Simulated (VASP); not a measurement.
Wanted: the native input for a VASP 6.6.1 run.

| Item | Value |
| --- | --- |
| Task | atomic charges |
| Functional | PBE |
| Dispersion | TS |
| Potentials or basis | VASP PAW PBE potentials, release 64 (Ta_pv, Ni, O) |
| Cutoff | 520 eV |
| k mesh | 7 × 7 × 7 |
| Occupations | fermi-dirac, width 0.05 eV |
| Spin | collinear spin, ferromagnetic start |
| Starting moments | [0.0, 0.0, 0.0, 0.0, 1.0, 0.0, 0.0, 0.0, 0.0, 0.0, 0.0, 0.0, 0.0, 0.0, 0.0, 0.0] μB |
| Further INCAR settings | ALGO = Normal; EDIFF = 1e-06 |

The structure of Ta4NiO11 lies in POSCAR:

```
Ta4NiO11
1.0
    1.9549500000    -14.8297300000      0.0000000000
    1.9549500000     14.8297300000      0.0000000000
    0.0000000000      0.0000000000      3.8859000000
Ta Ni O
4 1 11
Direct
    0.2043700000      0.7956300000      0.0000000000
    0.9245100000      0.0754900000      0.0000000000
    0.0754900000      0.9245100000      0.0000000000
    0.7956300000      0.2043700000      0.0000000000
    0.5000000000      0.5000000000      0.0000000000
    0.1398700000      0.8601300000      0.0000000000
    0.7210700000      0.2789300000      0.0000000000
    0.4364500000      0.5635500000      0.0000000000
    0.5635500000      0.4364500000      0.0000000000
    0.0000000000      0.0000000000      0.0000000000
    0.8601300000      0.1398700000      0.0000000000
    0.2789300000      0.7210700000      0.0000000000
    0.9279000000      0.0721000000      0.5000000000
    0.0721000000      0.9279000000      0.5000000000
    0.7943600000      0.2056400000      0.5000000000
    0.2056400000      0.7943600000      0.5000000000
```

The cell was built by a generator and needn't be a form met in nature.

These files were run (other wordings do the same):

INCAR

```
SYSTEM = Ta4NiO11
PREC     = Accurate       ! precision mode
ENCUT    = 520            ! plane-wave cutoff, eV
EDIFF    = 1E-6           ! SCF threshold, eV
ISMEAR   = -1             ! smearing method
SIGMA    = 0.05           ! smearing width, eV
LREAL    = .False.        ! projectors in reciprocal space
LASPH    = .True.         ! aspherical terms in the spheres
NELM     = 150            ! most SCF steps
ALGO     = Normal         ! electronic algorithm
ISIF     = 2              ! what is computed and relaxed
LWAVE    = .False.        ! write WAVECAR
LCHARG   = .False.        ! write CHGCAR
ISPIN    = 2              ! spin polarisation
MAGMOM   = 0 0 0 0 1 0 0 0 0 0 0 0 0 0 0 0 ! initial moments
LORBIT   = 11             ! projections on sites
LMAXMIX  = 4              ! l up to which the mixer works
GGA      = PE             ! functional
IVDW     = 2              ! dispersion correction
KPAR     = 4
```

KPOINTS

```
Automatic mesh
0
Gamma
  7 7 7
  0 0 0
```

Potentials or basis: VASP PAW PBE potentials, release 64 (Ta_pv, Ni, O).

The run is started by

```bash
$ cat potpaw_PBE.64/Ta_pv/POTCAR potpaw_PBE.64/Ni/POTCAR potpaw_PBE.64/O/POTCAR > POTCAR
$ mpirun -np 4 vasp_std > vasp.out
```

Results of the run:

```json
{
 "Pressure": "-1.3 GPa",
 "Largest force": "0.179 eV/Å",
 "Band gap on the k mesh": "none (metal or under the smearing width)",
 "Net moment": "-0.85 μB per cell",
 "Site moments": "Ta +0.00; Ni -0.71; O +0.00, -0.01, -0.09, -0.00 μB",
 "Valence electrons inside the program's atomic spheres": "Ta 8.74, 8.77; Ni 9.20; O 5.10, 5.11, 5.00, 5.08",
 "Hirshfeld charges": "Ta +0.89, +0.87; Ni +0.36; O -0.34, -0.35, -0.33, -0.38, -0.37 e",
 "Dispersion energy per atom": "-0.205 eV"
}
```

Caveat: atom-pairwise D2, TS and ULG terms overbind metals; a cell with one magnetic atom can't hold antiferromagnetic order, which such compounds often take; semilocal functionals often make such compounds metallic where correlation or magnetic order opens a gap, which also shifts bond lengths; pairwise dispersion overbinds metals, which lowers pressure and volume.

It took 34 min on 4 MPI ranks on Intel(R) Xeon(R) 6975P-C (Granite Rapids), on a shared host, peak memory 2.1 GiB a rank.
